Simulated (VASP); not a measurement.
```xyz
12
Lattice="3.2343 0.0000 0.0000 -1.6172 2.8010 0.0000 0.0000 0.0000 15.6580" Properties=species:S:1:pos:R:3 pbc="T T T"
Mg     0.0000     0.0000    15.6548
Mg     0.0000     0.0000     7.8258
Mg     1.6172     0.9337    13.0658
Mg     0.0000     1.8673     5.2368
Mg     1.6172     0.9337     2.6128
Mg     0.0000     1.8673    10.4418
O      0.0000     0.0000    13.6909
O      0.0000     0.0000     5.8619
O      1.6172     0.9337    11.0843
O      0.0000     1.8673     3.2553
O      1.6172     0.9337     0.6313
O      0.0000     1.8673     8.4603
```

Calculation: r2SCAN meta-GGA, VASP's PBE PAW potentials (set 64) (plane waves; VASP 6.6.1). Numerical set-up: 520 eV cut-off, 9×9×2 Γ-centred mesh, tetrahedra with Blöchl corrections, potentials Mg O.

The cores are frozen, which limits the accuracy of field gradients.

Give the principal components of the electric field gradient (V/Å²) and the asymmetry η at each nucleus.

| atom | Vxx | Vyy | Vzz | η |
|---|---|---|---|---|
| Mg1 | 0.1 | 0.1 | -0.2 | - |
| Mg2 | 0.1 | 0.1 | -0.2 | - |
| Mg3 | -1.1 | -1.1 | 2.2 | 0.00 |
| Mg4 | -1.1 | -1.1 | 2.2 | 0.00 |
| Mg5 | -0.7 | -0.7 | 1.4 | 0.00 |
| Mg6 | -0.7 | -0.7 | 1.4 | 0.00 |
| O7 | 1.5 | 1.4 | -2.9 | 0.00 |
| O8 | 1.5 | 1.4 | -2.9 | 0.00 |
| O9 | 0.3 | 0.3 | -0.6 | 0.01 |
| O10 | 0.3 | 0.3 | -0.6 | 0.01 |
| O11 | -1.4 | -1.4 | 2.8 | 0.00 |
| O12 | -1.4 | -1.4 | 2.8 | 0.00 |

The structure was generated: MgO was put into the 6H type (P6_3mc), which need not be its known phase. It was relaxed first, which changed the volume by -5 %.
